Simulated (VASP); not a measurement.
Wanted: the native input for a VASP 6.6.1 run.

| Property | Result |
| --- | --- |
| Task | relaxation of cell and atoms |
| Functional | PBE |
| Potentials or basis | VASP PAW PBE potentials, release 64 (Zn, S) |
| Cutoff | 600 eV |
| k mesh | 6 × 6 × 4 |
| Occupations | gaussian, width 0.1 eV |
| Spin | no spin polarisation |
| Dipole correction | no |
| Further INCAR settings | ALGO = Fast; EDIFF = 1e-06; IBRION = 2; EDIFFG = -0.04; NSW = 60; ISIF = 3 |

The structure of ZnS lies in POSCAR:

```
ZnS
1.0
    3.8109990000      0.0000000000      0.0000000000
   -1.9054990000      3.3004220000      0.0000000000
    0.0000000000      0.0000000000      6.2340000000
Zn S
2 2
Direct
    0.3333330000      0.6666670000      0.0000000000
    0.6666670000      0.3333330000      0.5000000000
    0.3333330000      0.6666670000      0.3850000000
    0.6666670000      0.3333330000      0.8850000000
```

The input as run:

INCAR

```
SYSTEM = ZnS
PREC = Accurate
ENCUT = 600
EDIFF = 1E-6
ISMEAR = 0
SIGMA = 0.1
LREAL = .False.
LASPH = .True.
NELM = 100
ALGO = Fast
ISIF = 3
LWAVE = .False.
LCHARG = .False.
GGA = PE
IBRION = 2
NSW = 60
EDIFFG = -0.04
```

KPOINTS

```
Automatic mesh
0
Gamma
  6 6 4
  0 0 0
```

Potentials or basis: VASP PAW PBE potentials, release 64 (Zn, S).

Command:

```bash
$ cat potpaw_PBE.64/Zn/POTCAR potpaw_PBE.64/S/POTCAR > POTCAR
$ mpirun -np 1 vasp_std > vasp.out
```

Results of the run:

| Item | Value |
| --- | --- |
| Relaxed volume | 20.22 Å³/atom |
| Relaxed cell | a = 3.849 Å, b = 3.849 Å, c = 6.302 Å, α = 90.00°, β = 90.00°, γ = 120.00° |
| Space group after relaxing (to 0.05 Å) | P6_3mc (No. 186) |
| Energy gained by relaxing | 9.9 meV/atom |
| Ionic steps | 9 |
| Pressure after relaxing | 0.1 GPa |
| Largest force after relaxing | 0.008 eV/Å |
| Band gap on the k mesh | 2.08 eV, direct |

Wall time 2.7 min on 1 thread of AMD EPYC 9R45 (Zen 5), with other jobs on the host, peak memory 0.19 GiB.
